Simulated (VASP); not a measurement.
A run of VASP 6.6.1:

File INCAR:

```
SYSTEM = NbAl
PREC = Accurate
ENCUT = 520
EDIFF = 1E-7
ISMEAR = 0
SIGMA = 0.1
LREAL = .FALSE.
LASPH = .TRUE.
NELM = 100
ALGO = Fast
ISIF = 2
LWAVE = .FALSE.
LCHARG = .FALSE.
GGA = PE
NBANDS = 15
```

The input KPOINTS:

```
Automatic mesh
0
G
  18 18 10
  0 0 0
```

Contents of POSCAR:

```
NbAl
1.0
    2.8889500925      0.0000000000      0.0000000000
   -1.4444750463      2.5019041703      0.0000000000
    0.0000000000      0.0000000000      4.7798484100
Al Nb
1 1
Direct
    0.0000000000      0.0000000000      0.0000000000
    0.3333333300      0.6666666700      0.5000000000
```

Potentials or basis: VASP PAW PBE potentials, release 64 (Al, Nb_sv).

Run with:

```bash
$ cat potpaw_PBE.64/Al/POTCAR potpaw_PBE.64/Nb_sv/POTCAR > POTCAR
$ mpirun -np 1 vasp_std > vasp.out
```

Hardware: 1 thread of Intel(R) Xeon(R) Platinum 8375C CPU @ 2.90GHz (Ice Lake) (shared host).

Estimate the wall time of this run.

Run time: 120 s on 1 thread of Intel(R) Xeon(R) Platinum 8375C CPU @ 2.90GHz (Ice Lake) (shared host), peak memory 0.24 GiB. Counts: scf iterations 24, k points 222.
